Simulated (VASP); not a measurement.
```yaml
crystal:
  lattice:
    - [0.00000, 2.71867, 2.71867]
    - [2.71867, 0.00000, 2.71867]
    - [2.71867, 2.71867, 0.00000]
  atoms:
    - { symbol: Sr, position: [0.00000, 0.00000, 0.00000] }
```

The numbers are results of PBEsol GGA, VASP's PBE PAW potentials (set 64) (plane waves; VASP), not measurements. Settings: 500 eV cut-off, 8×8×8 Γ-centred mesh, Gaussian smearing of 0.050 eV, potentials Sr_sv.

Estimate the energy per atom (σ→0), pressure, band gap (on the k-mesh) with the smallest direct gap where there is one.

The band gap (on the k-mesh) is 0.13 eV and the smallest direct gap (on the k-mesh) is 0.54 eV. The energy per atom (σ→0) is -1.698 eV/atom and the pressure is 4.96 GPa.

Total energies compare only between runs with the same potentials, cut-off and functional.

The compound is Sr in the fcc structure. It was relaxed first under an external pressure of 5 GPa.
